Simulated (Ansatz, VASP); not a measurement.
ZnCd3O4: VASP beside Ansatz

```
Zn Cd O
1.0
     3.47651    0.00000    0.00000
     0.00000    3.47651    0.00000
     0.00000    0.00000   10.02931
Zn Cd O
1 3 4
Direct
  0.50000 0.50000 0.00000
  0.00000 0.00000 0.76691
  0.00000 0.00000 0.23309
  0.50000 0.50000 0.50000
  0.50000 0.00000 0.90076
  0.00000 0.50000 0.09924
  0.50000 0.00000 0.36651
  0.00000 0.50000 0.63349
```

Alike in both runs: functional PBE; k mesh 10 × 10 × 4; occupations gaussian, width 0.1 eV; no spin polarisation.

Ansatz relaxed the structure, and its values are those at the end. VASP's run is a single point on that final structure, the one shown.

```csv
,VASP,Ansatz
version,VASP 6.6.1,Ansatz 0.2.0
potentials or method,"VASP PAW PBE potentials, release 64 (Zn, Cd, O)","scalar-relativistic, plane waves, PAW"
plane-wave cutoff (eV),520,420
valence electrons in the cell,72,96
```

Ansatz gave:

- gap on the k mesh at the Fermi level (eV): none
- pressure (GPa): 3.3
- rms of the force components (eV/Å): 0.002

Task: What did VASP give for the same quantities?

Result: gap on the k mesh at the Fermi level (eV): none; pressure (GPa): 4.5; rms of the force components (eV/Å): 0.014.

A gap of «none» marks a metal or a gap that the smearing closes. The two sets of potentials don't hold the same shells in valence.
